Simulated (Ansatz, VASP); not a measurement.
# GeW (zincblende type (invented)) in two plane-wave programs

One calculation is typed for both programs; each brings its own data sets. How far apart do they land? The cell is generated by rule, not measured, and may not be a known phase. The cell is taken from a series of runs on this material, whose earlier steps may have relaxed, scaled, displaced or heated it; both programs get it as it stands.

Method: plane waves, with VASP 6.6.1 beside it; relaxation of cell and atoms at PBE, in Ansatz 0.2.0.

### 1. Set-up

It takes space group F-43m (No. 216, cubic). The conventional cell has a = 5.710 Å, b = 5.710 Å, c = 5.710 Å, α = 90.00°, β = 90.00°, γ = 90.00°. Nearest to W lie 4 Ge at 2.47 Å. Nearest to Ge lie 4 W at 2.47 Å. Farther neighbours are not listed.

As a file:

```cif
data_structure
_symmetry_space_group_name_H-M 'P 1'
_symmetry_Int_Tables_number 1
_cell_length_a 4.0374
_cell_length_b 4.0374
_cell_length_c 4.0374
_cell_angle_alpha 60.000
_cell_angle_beta 60.000
_cell_angle_gamma 60.000
_cell_volume 46.53
loop_
_atom_site_label
_atom_site_type_symbol
_atom_site_fract_x
_atom_site_fract_y
_atom_site_fract_z
_atom_site_occupancy
W1 W 0.00000 0.00000 0.00000 1
Ge2 Ge 0.75000 0.75000 0.75000 1
```

### 2. Ansatz: relaxation of cell and atoms, PBE

Ansatz runs on its default PAW (the set named soft_2) files.

The relaxed volume is the usual yardstick between codes: in a stiff, nearly cubic crystal its relative difference is about their pressure difference at one cell divided by the bulk modulus.

Input file input.yaml:

```yaml
crystal:
  lattice:
    - [0.0, 2.8548467546, 2.8548467546]
    - [2.8548467546, 0.0, 2.8548467546]
    - [2.8548467546, 2.8548467546, 0.0]
  atoms:
    - { symbol: W, position: [0.0, 0.0, 0.0] }
    - { symbol: Ge, position: [0.75, 0.75, 0.75] }
kpoints:
  mp_grid: { grid: [12, 12, 12] }
hamiltonian:
  xc: pbe
scf:
  occupations: { method: gaussian, width: 0.1 }
output:
  forces: true
  stress: true
  eigenvalues: true
relax:
  adjacent_minimum: "off"
  f_tol: 0.005
  max_steps: 80
  cell: { stress_tol: 0.05 }
```

Command:

```console
> ansatz run input.yaml --threads 2 --pin off --max-ram 5120MiB --backend cpu --events-out ev --progress --plain --runs-dir out
```

Numbers of over 12 decimals in the logs are rounded to 6 here.

Output:

```text
Engine: ansatz 0.2.0, aarch64-unknown-linux-gnu
Pseudopotentials: kind: paw
Pseudopotential: W, paw, valence charge 14, recommended cutoff 420 eV (normal), W.paw.azcp
Pseudopotential: Ge, paw, valence charge 14, recommended cutoff 420 eV (normal), Ge.paw.azcp
Functional definition: PBE
  parameter kappa = 0.804
  parameter beta = 0.066725
  exchange = pbe_x(kappa = kappa, mu = beta*pi^2/3)
  correlation = pbe_c(beta = beta)
Crystal: 2 atoms, lattice volume = 46.535 Å³
Basis set: ecut = 420 eV, 941 PW (Γ), exchange–correlation on 54×54×54 points (8 copies of the dense FFT grid, shifted against one another)
Bands: 18, of which v1, the nominal top of the filled ones, is band 14 counted from 1 (13 counted from 0)
Symmetry: 24 space group operations
Space group: F-43m (ITA 216), of the structure as read, at distance tolerance 3.6e-5 Å
k-points: 72 of 1728 (time reversal used)
Non-local potential: W, projectors of the file, l = 0: 3, l = 1: 2, l = 2: 2, l = 3: 1
Non-local potential: Ge, projectors of the file, l = 0: 2, l = 1: 2, l = 2: 3, l = 3: 1
PAW form: soft (Blöchl's): semilocal exchange-correlation on the pseudo side does not see the compensation charge
PAW one-centre angular grid: W, 590 points (default); XC on 64 Gauss nodes
PAW one-centre angular grid: Ge, 590 points (default); XC on 64 Gauss nodes
Initial density: superposition of atomic densities (neutral atoms: chi_scale 0, normalization atom), corrected by the library's trained network
Initial wavefunctions: pseudopotential atomic-orbital guess
Functional: x = pbe(κ = 0.804, μ = 0.219515), c = pbe(β = 0.066725)
SCF iter   1: F=—  HF=-14676.568669 eV  |F-HF|=—  |Δ(HF+E_count)|=         —  Δρ=4.86e-3  dr2=1.28e-2  ethr=1.77e-3  ⟨swp⟩=5.9  Hψ=6797  notcnv=0
preconditioner: auto → Kerker (q_TF=auto, 2.507 Å⁻¹)  [metal: Δε(μ)=0.016 eV  Ē_g=15.883 eV  σ=0.100 eV  W_gap=0.09  n_scr=14 (ndim 8)  ℏωp=24.3 eV  f_vac=0.005  D(μ)=2.56/eV (n_scr^D=26)]
SCF iter   2: F=—  HF=-14676.566598 eV  |F-HF|=—  |Δ(HF+E_count)|=   2.07e-3  Δρ=2.42e-3  dr2=2.14e-3  ethr=4.58e-5  ⟨swp⟩=1.0  Hψ=1873  notcnv=0
SCF iter   3: F=—  HF=-14676.566426 eV  |F-HF|=—  |Δ(HF+E_count)|=   1.72e-4  Δρ=7.39e-4  dr2=2.09e-4  ethr=7.65e-6  ⟨swp⟩=2.5  Hψ=2070  notcnv=0
SCF iter   4: F=—  HF=-14676.566424 eV  |F-HF|=—  |Δ(HF+E_count)|=   1.65e-6  Δρ=2.25e-4  dr2=2.36e-5  ethr=7.45e-7  ⟨swp⟩=2.0  Hψ=1950  notcnv=0
SCF iter   5: F=—  HF=-14676.566422 eV  |F-HF|=—  |Δ(HF+E_count)|=   2.78e-6  Δρ=9.71e-5  dr2=5.82e-6  ethr=8.43e-8  ⟨swp⟩=2.0  Hψ=1656  notcnv=0
SCF iter   6: F=—  HF=-14676.566424 eV  |F-HF|=—  |Δ(HF+E_count)|=   2.07e-6  Δρ=2.79e-5  dr2=5.83e-7  ethr=2.08e-8  ⟨swp⟩=2.0  Hψ=1514  notcnv=0
SCF iter   7: F=-14676.566424 eV  HF=-14676.566424 eV  |F-HF|=1.02e-8  |Δ(HF+E_count)|=   3.39e-7  Δρ=6.76e-6  dr2=1.67e-8  ethr=3.57e-10  ⟨swp⟩=5.3  Hψ=4616  notcnv=0
SCF 1 converged in 7 iterations: F = -14676.566424 eV  dr2 = 1.67e-8
  greatest PAW one-centre occupation: 1.000 electrons in one spin orbital (limit 2), on the W atom at site 0 (counted from 0), in its partial waves of l = 0
relax step   1: F+E_penalty+E_count = -14676.56642398 eV  Δ(F+E_penalty+E_count) = +0.000e0 eV  max|allowed force component| = 2.128e-16 eV/Å  Δτ_max = 0.0000 Å  P = -0.238 GPa  Ω = 46.535 Å³  (7 SCF iters, dr2 threshold 1.00e-7 eV, accepted)
[...]
relax step   2: F+E_penalty+E_count = -14676.56652491 eV  Δ(F+E_penalty+E_count) = -1.009e-4 eV  max|allowed force component| = 1.943e-16 eV/Å  Δτ_max = 0.0000 Å  P = +0.081 GPa  Ω = 46.392 Å³  energy of the carried Pulay correction = +3.005e-5 eV  (4 SCF iters, dr2 threshold 1.42e-7 eV, accepted)
[...]
relax step   3: F+E_penalty+E_count = -14676.56652639 eV  Δ(F+E_penalty+E_count) = -1.477e-6 eV  max|allowed force component| = 1.503e-16 eV/Å  Δτ_max = 0.0000 Å  P = -0.000 GPa  Ω = 46.428 Å³  energy of the carried Pulay correction = +2.246e-5 eV  (4 SCF iters, dr2 threshold 1.63e-8 eV, accepted)
[...]
relax step   4: F+E_penalty+E_count = -14676.56650216 eV  Δ(F+E_penalty+E_count) = +2.423e-5 eV  max|allowed force component| = 2.035e-16 eV/Å  Δτ_max = 0.0000 Å  P = -0.000 GPa  Ω = 46.428 Å³  stress off target by 2.07e-4 GPa  SCF on the basis re-selected at this cell (its energy is not comparable with the rows above)  (5 SCF iters)
basis re-selected at this cell: Δ(F+E_penalty+E_count) = +2.423e-5 eV, ΔP = +0.000 GPa vs the last step (what re-selecting the basis moved, of the pressure what is left beyond the Pulay correction that the steps carried, after the strain that the cell walked since its last selection, with what the two solves' SCF thresholds leave and, on support functions, any second-order correction that the steps lacked; it is no m [...]
SCF converged after 5 iterations
Free energy (F): -14676.566502 eV
Harris-Foulkes:  -14676.566502 eV  (|F-HF|=7.28e-12)
Internal energy: -14676.553580 eV  (E = F + TS)
E sigma→0 (E₀):  -14676.560041 eV
Entropy (-TS):   -0.012922 eV (-6.461 meV/atom)
Fermi energy:    10.695792 eV
--- Per-component energies (eV) ---
  E_band       = -348.184009
  E_kinetic    = 558.037378
  E_local      = -3549.397176  (includes V_loc(G=0)·N_el)
  E_nonlocal   = 422.698591
  E_hartree    = 1479.093214
  E_xc         = -339.397521
  E_vxc        = -299.287146  (∫ρ·V_xc dr)
  E_paw        = -10582.820551  (= ΣΔE_a)
  E_vpaw       = -438.422293  (= ΣTr[D̂ρ^β])
  E_aug_tail   = 0.000192  (compensation charges beyond the density's cutoff)
  E_ewald      = -2664.767706
  E_smearing   = -0.012922  (= −TS)
  E_closure    = -0.000000  (closes the sum)
  Σ components = -14676.566502   (vs F -14676.566502, Δ=0.00e0)
--- Forces (eV/Å), atoms counted from 1 ---
  atom   1  W      0.00000000     0.00000000     0.00000000
  atom   2  Ge    -0.00000000    -0.00000000    -0.00000000
  max |Σ_I F_I| component: 1.85e-16 eV/Å
--- Stress (GPa, compression-positive) ---
       -0.000207      -0.000000      -0.000000
       -0.000000      -0.000207      -0.000000
       -0.000000      -0.000000      -0.000207
  P = ⅓ Tr σ = -0.0002 GPa (-0.002 kbar)
--- Band table (eV; the first three rows and the last of 72) ---
  k-point 0: bands = [... 10 lower, 8.0052, 8.0052, 8.0052, 10.6555, 10.6555, 14.8738, 18.0871, 18.0871]
  k-point 1: bands = [... 10 lower, 7.8963, 8.0458, 8.0458, 10.6286, 10.6286, 15.0744, 17.2981, 17.9528]
  k-point 2: bands = [... 10 lower, 7.6312, 8.1506, 8.1506, 10.5831, 10.5831, 15.2136, 16.1455, 17.4888]
  k-point 71: bands = [... 10 lower, 7.4915, 7.5844, 9.4567, 9.9940, 10.8218, 11.2698, 12.5413, 13.9689]
--- Relaxed structure (3 steps of the walk, 3 accepted, 1 SCFs on fresh bases) ---
  F+E_penalty+E_count = -14676.56650216 eV   max|allowed force component| = 2.035e-16 eV/Å   (the final SCF, on the basis selected at the relaxed cell)
  cell:  # Å, volume = 46.4277 Å³
    - [0, 2.852655, 2.852655]
    - [2.852655, 0, 2.852655]
    - [2.852655, 2.852655, 0]
  atoms:
    - { symbol: W, position: [0, 0, 0] }
    - { symbol: Ge, position: [0.750000, 0.750000, 0.750000] }
```

### 3. VASP: relaxation of cell and atoms, PBE

The same cell, functional, mesh and smearing now go to VASP, with its own data sets.

Lines of VASP's logs that name or quote its potential files are left out, and so is its time.

Input file INCAR:

```
SYSTEM = GeW
PREC = Accurate
ENCUT = 600
EDIFF = 1E-07
NELM = 120
ISMEAR = 0
SIGMA = 0.1
LREAL = .FALSE.
ALGO = Normal
GGA = PE
NBANDS = 16
LASPH = .TRUE.
LORBIT = 11
LWAVE = .FALSE.
LCHARG = .FALSE.
ISIF = 3
IBRION = 2
NSW = 80
EDIFFG = -0.005
GGA_COMPAT = .FALSE.
NELMIN = 4
```

Input file POSCAR:

```
GeW
1.0
    0.0000000000      2.8548470000      2.8548470000
    2.8548470000      0.0000000000      2.8548470000
    2.8548470000      2.8548470000      0.0000000000
W Ge
1 1
Direct
    0.0000000000      0.0000000000      0.0000000000
    0.7499999124      0.7499999124      0.7499999124
```

Input file KPOINTS:

```
Automatic mesh
0
Gamma
12 12 12
0 0 0
```

PAW data sets: W and Ge_d (PBE family, release 64).

Command:

```console
> mpirun -np 1 vasp_std
```

Output:

```text
[banner, memory and clock lines left out]
running    1 mpi-ranks, on    1 nodes
 distrk:  each k-point on    1 cores,    1 groups
 distr:  one band on    1 cores,    1 groups

 POSCAR found type information on POSCAR W Ge
 POSCAR found :  2 types and       2 ions
 LDA part: xc-table for (Slater+PW92), standard interpolation
 POSCAR, INCAR and KPOINTS ok, starting setup
 FFT: planning ... GRIDC
 FFT: planning ... GRID_SOFT
 FFT: planning ... GRID
 WAVECAR not read
 entering main loop
       N       E                     dE             d eps       ncg     rms          rms(c)
DAV:   1     0.128509510341E+03    0.12851E+03   -0.11050E+04  2472   0.283E+03
DAV:   2     0.196138392949E+01   -0.12655E+03   -0.12210E+03  2528   0.576E+02
DAV:   3    -0.149242346482E+02   -0.16886E+02   -0.16664E+02  2920   0.121E+02
DAV:   4    -0.154226828504E+02   -0.49845E+00   -0.49814E+00  2744   0.220E+01
DAV:   5    -0.154316087464E+02   -0.89259E-02   -0.89257E-02  2936   0.345E+00    0.139E+01
DAV:   6    -0.143013581342E+02    0.11303E+01   -0.49312E+00  3368   0.123E+01    0.362E+00
DAV:   7    -0.142777339503E+02    0.23624E-01   -0.15422E-01  2752   0.504E+00    0.275E+00
DAV:   8    -0.142676286008E+02    0.10105E-01   -0.30485E-02  3200   0.295E+00    0.286E-01
DAV:   9    -0.142664263863E+02    0.12022E-02   -0.45375E-03  2944   0.130E+00    0.118E-01
DAV:  10    -0.142664639522E+02   -0.37566E-04   -0.27125E-04  3184   0.220E-01    0.262E-02
DAV:  11    -0.142664717753E+02   -0.78232E-05   -0.33085E-05  2848   0.882E-02    0.141E-02
DAV:  12    -0.142664720128E+02   -0.23748E-06   -0.26280E-06  2856   0.254E-02    0.612E-03
DAV:  13    -0.142664719906E+02    0.22241E-07   -0.32213E-07  2736   0.454E-03
   1 F= -.14266472E+02 E0= -.14259902E+02  d E =-.142665E+02
 curvature:   0.00 expect dE= 0.000E+00 dE for cont linesearch  0.000E+00
 trial: gam= 0.00000 g(F)=  0.594E-42 g(S)=  0.282E-02 ort = 0.000E+00 (trialstep = 0.100E+01)
 search vector abs. value=  0.282E-02
 bond charge predicted
       N       E                     dE             d eps       ncg     rms          rms(c)
DAV:   1    -0.143009578221E+02   -0.34486E-01   -0.51827E-01  2928   0.127E+01    0.123E+00
DAV:   2    -0.142744001921E+02    0.26558E-01   -0.40483E-02  2920   0.371E+00    0.557E-01
DAV:   3    -0.142668539070E+02    0.75463E-02   -0.12420E-02  2904   0.187E+00    0.163E-01
DAV:   4    -0.142661491047E+02    0.70480E-03   -0.10630E-03  2976   0.506E-01    0.501E-02
DAV:   5    -0.142661443681E+02    0.47366E-05   -0.55521E-05  3040   0.841E-02    0.300E-02
DAV:   6    -0.142661441481E+02    0.21996E-06   -0.49560E-06  3096   0.367E-02    0.151E-02
DAV:   7    -0.142661444371E+02   -0.28902E-06   -0.18009E-06  3056   0.161E-02    0.610E-04
DAV:   8    -0.142661444499E+02   -0.12751E-07   -0.44376E-08  1448   0.197E-03
   2 F= -.14266144E+02 E0= -.14259739E+02  d E =0.327541E-03
 trial-energy change:    0.000328  1 .order    0.000279   -0.002820    0.003377
 step:   0.4434(harm=  0.4550)  dis= 0.00000  next Energy=   -14.267093 (dE=-0.621E-03)
 bond charge predicted
       N       E                     dE             d eps       ncg     rms          rms(c)
DAV:   1    -0.142778651496E+02   -0.11721E-01   -0.16396E-01  2928   0.736E+00    0.675E-01
DAV:   2    -0.142696963143E+02    0.81688E-02   -0.12143E-02  2912   0.200E+00    0.311E-01
DAV:   3    -0.142673270567E+02    0.23693E-02   -0.40059E-03  2880   0.106E+00    0.875E-02
DAV:   4    -0.142671051933E+02    0.22186E-03   -0.31460E-04  3000   0.282E-01    0.296E-02
DAV:   5    -0.142670986649E+02    0.65284E-05   -0.12461E-05  2920   0.342E-02    0.144E-02
DAV:   6    -0.142670981082E+02    0.55666E-06   -0.10332E-06  3104   0.183E-02    0.377E-03
DAV:   7    -0.142670980108E+02    0.97414E-07   -0.68052E-08  1720   0.255E-03
   3 F= -.14267098E+02 E0= -.14260602E+02  d E =-.626020E-03
 curvature:  -0.23 expect dE=-0.109E-06 dE for cont linesearch -0.109E-06
 trial: gam= 0.00000 g(F)=  0.125E-40 g(S)=  0.479E-06 ort =-0.368E-04 (trialstep = 0.889E+00)
 search vector abs. value=  0.480E-06
 reached required accuracy - stopping structural energy minimisation
```

From OUTCAR (step 3):

```text
ion  position               nearest neighbor table
   1  0.000  0.000  0.000-   2 2.47   2 2.47   2 2.47   2 2.47
   2  0.750  0.750  0.750-   1 2.47   1 2.47   1 2.47   1 2.47

  LATTYP: Found a face centered cubic cell.
 ALAT       =     5.7096940000

 Subroutine GETGRP returns: Found 24 space group operations
 (whereof 24 operations were pure point group operations)

The static configuration has the point symmetry T_d .

 Found     72 irreducible k-points:

   k-points           NKPTS =     72   k-points in BZ     NKDIM =     72   number of bands    NBANDS=     16

   dimension x,y,z NGX =    32 NGY =   32 NGZ =   32
   dimension x,y,z NGXF=    64 NGYF=   64 NGZF=   64

   ENCUT  =  600.0 eV  44.10 Ry    6.64 a.u.   8.06  8.06  8.06*2*pi/ulx,y,z

   NELECT =      20.0000    total number of electrons

 k-points in reciprocal lattice and weights: Automatic mesh
   0.00000000  0.00000000  0.00000000       0.001
   0.08333333  0.00000000  0.00000000       0.005
   0.16666667  0.00000000  0.00000000       0.005
   0.25000000  0.00000000  0.00000000       0.005
   0.33333333  0.00000000  0.00000000       0.005
   0.41666667  0.00000000  0.00000000       0.005
   0.50000000  0.00000000  0.00000000       0.002
   0.08333333  0.08333333  0.00000000       0.003
   0.16666667  0.08333333  0.00000000       0.014
[...]
-0.33333333  0.50000000  0.16666667       0.007
  -0.25000000  0.50000000  0.25000000       0.003

 average (electrostatic) potential at core
       1 -41.9121       2 -74.3305

 E-fermi :   3.8903

 k-point     1 :       0.0000    0.0000    0.0000
  band No.  band energies     occupation
    ...
      7       1.2008      2.00000
      8       1.2008      2.00000
      9       1.2008      2.00000
     10       3.8483      1.44718
     11       3.8483      1.44716
     12       8.1571      0.00000
     13      11.3546      0.00000
     14      11.3546      0.00000
     15      11.3546      0.00000
     16      12.5547      0.00000

 k-point     2 :       0.0833    0.0000    0.0000
  band No.  band energies     occupation
    ...
      7       1.0924      2.00000
      8       1.2415      2.00000
      9       1.2415      2.00000
     10       3.8216      1.66866
     11       3.8216      1.66864
     12       8.3549      0.00000
     13      10.5447      0.00000
     14      11.2079      0.00000
     15      11.2080      0.00000
     16      12.5095      0.00000

 k-point     3 :       0.1667    0.0000    0.0000
  band No.  band energies     occupation
    ...
      7       0.8281      2.00000
      8       1.3463      2.00000
      9       1.3463      2.00000
     10       3.7763      1.89290
     11       3.7763      1.89289
     12       8.4570      0.00000
     13       9.4095      0.00000
     14      10.7290      0.00000
     15      10.7290      0.00000
     16      12.3199      0.00000

  Total        0.0025741      0.0025741      0.0025741      0.0000000      0.0000000      0.0000000
  in kB        0.0891901      0.0891901      0.0891901      0.0000000      0.0000000      0.0000000
  external PRESSURE =       0.0891901 kB  Pullay stress =       0.0000000 kB

  energy-cutoff  :      600.00
  volume of cell :       46.24
      direct lattice vectors                 reciprocal lattice vectors
     0.000000000  2.848819920  2.848819920    -0.175511269  0.175511269  0.175511269
     2.848819920  0.000000000  2.848819920     0.175511269 -0.175511269  0.175511269
     2.848819920  2.848819920  0.000000000     0.175511269  0.175511269 -0.175511269

 POSITION                                       TOTAL-FORCE (eV/Angst)
 -----------------------------------------------------------------------------------
      0.00000      0.00000      0.00000         0.000000      0.000000      0.000000
      4.27323      4.27323      4.27323        -0.000000     -0.000000     -0.000000
 -----------------------------------------------------------------------------------
    total drift:                                0.000297      0.000297      0.000297

  FREE ENERGIE OF THE ION-ELECTRON SYSTEM (eV)
  ---------------------------------------------------
  free  energy   TOTEN  =       -14.2670980108 eV

  energy  without entropy=      -14.2541056659  energy(sigma->0) =      -14.26060184

 reached required accuracy - stopping structural energy minimisation

 total charge
# of ion       s       p       d       tot
------------------------------------------
    1        0.596   0.382   4.032   5.010
    2        1.151   1.437  10.056  12.644
--------------------------------------------------
tot          1.747   1.819  14.087  17.654

[... 3 further parts left out ...]
```

CONTCAR:

```
GeW
   1.00000000000000
     0.0000000000000000    2.8488199197887694    2.8488199197887694
     2.8488199197887694    0.0000000000000000    2.8488199197887694
     2.8488199197887694    2.8488199197887694    0.0000000000000000
  W               Ge
     1     1
Direct
     0.0000000000000000    0.0000000000000000    0.0000000000000000
     0.7499999123999999    0.7499999123999999    0.7499999123999999
```

The run keeps the 24 symmetry operations of its start, so it cannot find a distortion of lower symmetry.

### 4. Comparison

Known differences besides the potentials themselves: the data sets hold 28 valence electrons in Ansatz (on its default PAW (the set named soft_2) files) and 20 in VASP; the cutoff is 420 eV in Ansatz and 600 eV in VASP; Ansatz adds a Pulay correction to the stress that steers its cell, VASP none. Total energies have different zeros and are not compared.

Both answers:

```
                                         quantity  Ansatz   VASP  difference
                                      volume (Å³)   46.43  46.24     +0.40 %
edge a after relaxation, in the typed setting (Å)   4.034  4.029     +0.14 %
```

### 5. Summary of results

```
difference in volume (relaxation of cell and atoms, PBE) : 0.40 %
```

The difference in volume is 0.40 % (relaxation of cell and atoms, PBE), within the 1.2 % picked in this series as the mark of a large difference, as far as the stopping tolerances let one tell. The data sets hold unlike numbers of valence electrons (28 in Ansatz and 20 in VASP), so part of the differences comes from the potentials. 1 further run of this series is not shown here. How closely two codes agree says nothing of how well the functional describes the real material.

[Lines on the potential files, build, host, timing and source positions are cut from VASP's logs without a mark.]

[Logs are printed without paths, hosts, clocks, repeated set-up lines and the standing remarks that a program may print on its own settings, such as how far it seeks lower states.]

[Hosts, paths, dates, database ids (printed as entryN), source tags and the programs' standing remarks are cut or masked in the printed files.]
